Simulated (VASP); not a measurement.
Write the native input for VASP 6.6.1 that does the following.

| Quantity | Value |
| --- | --- |
| Task | single point |
| Functional | revPBE |
| Dispersion | D3(BJ) |
| Potentials or basis | VASP PAW PBE potentials, release 64 (F_h, C_h, Se, H_h) |
| Cutoff | 900 eV |
| k mesh | 1 × 1 × 1 |
| Occupations | gaussian, width 0.01 eV |
| Spin | no spin polarisation |
| Further INCAR settings | ALGO = Normal; EDIFF = 1e-06 |

The structure of FC2SeH lies in POSCAR:

```
HC2SeF
1.0
   12.0000000000      0.0000000000      0.0000000000
    0.0000000000     12.0000000000      0.0000000000
    0.0000000000      0.0000000000     12.0000000000
F C Se H
1 2 1 1
Direct
    0.4653000000      0.3897041700      0.6040250000
    0.4761833300      0.4698125000      0.5325666700
    0.5336500000      0.5544291700      0.5043500000
    0.4020583300      0.5227291700      0.4016416700
    0.6001083300      0.6137958300      0.5114166700
```

The input as run:

INCAR

```
SYSTEM = HC2SeF
PREC = Accurate
ENCUT = 900
EDIFF = 1E-6
ISMEAR = 0
SIGMA = 0.01
LREAL = .FALSE.
LASPH = .TRUE.
NELM = 100
ALGO = Normal
ISIF = 2
LWAVE = .FALSE.
LCHARG = .FALSE.
GGA = RE
IVDW = 12
```

KPOINTS

```
Automatic mesh
0
G
  1 1 1
  0 0 0
```

Potentials or basis: VASP PAW PBE potentials, release 64 (F_h, C_h, Se, H_h).

Run with:

```console
$ cat potpaw_PBE.64/F_h/POTCAR potpaw_PBE.64/C_h/POTCAR potpaw_PBE.64/Se/POTCAR potpaw_PBE.64/H_h/POTCAR > POTCAR
$ mpirun -np 1 vasp_gam > vasp.out
```

Results of the run:

```json
{"Largest force": "1.073 eV/Å", "Gap between the frontier levels": "2.42 eV", "Dispersion energy per atom": "-0.049 eV"}
```

Caveat: the PAW data sets were made with another functional, which shifts forces and pressure a little.

Wall time 8.4 min on 1 thread of Intel(R) Xeon(R) Platinum 8375C CPU @ 2.90GHz (Ice Lake) (shared host), peak memory 2.5 GiB.
